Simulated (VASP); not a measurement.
VASP runs on VN (rock salt) share one base input (PBE GGA, plane waves, VASP's PBE PAW potentials (set 64)) and change the settings named in each case.

INCAR:
```
! general
SYSTEM =VN
PREC   =Accurate
ENCUT  =520
LREAL  =F
LASPH  =T

! electronic loop
EDIFF  =1E-6
NELM   =100
ALGO   =Normal
LMAXMIX=4

! smearing
ISMEAR =1
SIGMA  =0.1

! functional
GGA    =PE

! ions
ISIF   =2

! output
LWAVE  =F
LCHARG =F
```

KPOINTS:
```
Automatic mesh
0
Gamma
14 14 14
0 0 0
```

File POSCAR:
```
VN
2.9274220
  0.0000000000   0.7071067991   0.7071067991
  0.7071067991   0.0000000000   0.7071067991
  0.7071067991   0.7071067991   0.0000000000
V N
1 1
direct
  0.0000000000   0.0000000000   0.0000000000
  0.5000000000   0.5000000000   0.5000000000
```

POTCAR, in this order: V_sv N (PBE.64 set). Program: vasp_std.

```csv
change,E(σ→0) (eV/atom),pressure (GPa),−TS (eV)
base run,-9.6476,-4.30,0.0001
"LDAU = .TRUE., LDAUJ = 0 0, LDAUL = 2 -1, LDAUTYPE = 2, LDAUU = 1.0 0",-9.1099,-1.97,0.0003
"LDAU = .TRUE., LDAUJ = 0 0, LDAUL = 2 -1, LDAUTYPE = 2, LDAUU = 2.0 0",-8.5749,0.61,0.0002
"LDAU = .TRUE., LDAUJ = 0 0, LDAUL = 2 -1, LDAUTYPE = 2, LDAUU = 3.0 0",-8.0428,3.30,0.0001
"LDAU = .TRUE., LDAUJ = 0 0, LDAUL = 2 -1, LDAUTYPE = 2, LDAUU = 4.0 0",-7.5137,6.11,-0.0004
"LDAU = .TRUE., LDAUJ = 0 0, LDAUL = 2 -1, LDAUTYPE = 2, LDAUU = 5.0 0",-6.9880,9.14,-0.0010
"LDAU = .TRUE., LDAUJ = 0 0, LDAUL = 2 -1, LDAUTYPE = 2, LDAUU = 6.0 0",-6.4660,12.24,-0.0016
"LDAU = .TRUE., LDAUJ = 0 0, LDAUL = 2 -1, LDAUTYPE = 2, LDAUU = 8.0 0",-5.4337,?,?
"LDAU = .TRUE., LDAUJ = 0 0, LDAUL = 2 -1, LDAUTYPE = 2, LDAUU = 5.0 0, LMAXMIX = 2",-6.9880,9.14,-0.0010
```

Problem. Fill in the missing entries.

Solution. 
- LDAU = .TRUE., LDAUJ = 0 0, LDAUL = 2 -1, LDAUTYPE = 2, LDAUU = 8.0 0, pressure (GPa): 18.68
- LDAU = .TRUE., LDAUJ = 0 0, LDAUL = 2 -1, LDAUTYPE = 2, LDAUU = 8.0 0, −TS (eV): -0.0019

Energies of different potentials or functionals have different zeros.

Left out are runs that ran out of time, are held back, or changed the cell or the kind of run, fixed moments of cells without a moment, rows past the twelfth, gaps on odd meshes, pressures of charged cells and columns that move by less than the noise.

The compound is VN in the rock salt structure, which distorts at low temperature. The cell was not relaxed at this level. The run is not spin-polarised, so no magnetic state was tried. VASP warned that the highest band is occupied, so more bands are needed.
